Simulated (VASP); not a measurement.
Here is the system:

```
Ag
1.0
   -1.62312     1.62312     1.62312
    1.62312    -1.62312     1.62312
    1.62312     1.62312    -1.62312
Ag
1
Direct
  0.00000   0.00000   0.00000
```

All values below come from PBEsol GGA, VASP's PBE PAW potentials (set 64) (plane waves; VASP). Run with 400 eV cut-off, 14×14×14 Γ-centred mesh, first-order Methfessel-Paxton smearing of 0.10 eV, potentials Ag.

Energy and stress use the plane-wave basis of the starting cell.

### Question
The ions, cell shape and volume are relaxed. Which structure does the run end with?

### Answer

```
Ag
1.0
   -1.61072     1.61072     1.61072
    1.61072    -1.61072     1.61072
    1.61072     1.61072    -1.61072
Ag
1
Direct
  0.00000   0.00000   0.00000
```
Space group Im-3m (229), at a tolerance of 0.03 Å.

### Question
How do energy and volume change from the first to the last step?

### Answer
The energy (σ→0) changes by -2.9 meV/atom and the volume by -2.3 %, in 3 ionic steps.

The structure was generated: Ag was put into the bcc type (Im-3m), which need not be its known phase. This run relaxes it. Symmetry was kept, so distortions that lower it aren't found.
